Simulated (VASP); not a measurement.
The system is Na3AlO3.

```xyz
14
Lattice="5.5907 0.0000 0.0000 2.1819 5.4164 0.0000 0.3141 1.2768 6.4819" Properties=species:S:1:pos:R:3 pbc="T T T"
Na    1.8369    4.6915    3.5869
Na    6.2499    2.0017    2.8951
Na    1.0025    2.5577    5.9015
Na    7.0843    4.1355    0.5804
Na    4.6678    4.7483    2.3007
Na    3.4189    1.9449    4.1812
Al    3.6935    2.1610    1.1562
Al    4.3933    4.5322    5.3257
O     2.6475    3.0011    2.2862
O     4.4876    0.7302    1.8211
O     4.9369    3.3300    0.4581
O     3.5991    5.9630    4.6609
O     5.4392    3.6921    4.1957
O     3.1498    3.3632    6.0238
```

The cell was built by a generator and needn't be a form met in nature.

Base run:

* Program: VASP 6.6.1
* Functional: PBE
* Potentials or basis: VASP PAW PBE potentials, release 64 (Na_pv, Al, O)
* Cutoff: 520 eV
* k mesh: 6 × 6 × 4
* Occupations: gaussian, width 0.03 eV
* Spin: no spin polarisation

Its results: band gap on the k mesh 2.36 eV, indirect (least direct gap 2.51 eV); pressure 0.0 GPa; largest force 0.010 eV/Å.

**Question.** The run is repeated on the same cell with these changes: functional from PBE to PBEsol. What comes out?

**Answer.** Band gap on the k mesh 2.29 eV, indirect (least direct gap 2.45 eV); pressure -1.8 GPa; largest force 0.126 eV/Å.

PBEsol binds more tightly than PBE, so the same cell stands under less pressure.

Caveats: the PAW data sets were made with another functional, which shifts forces and pressure a little (some runs).
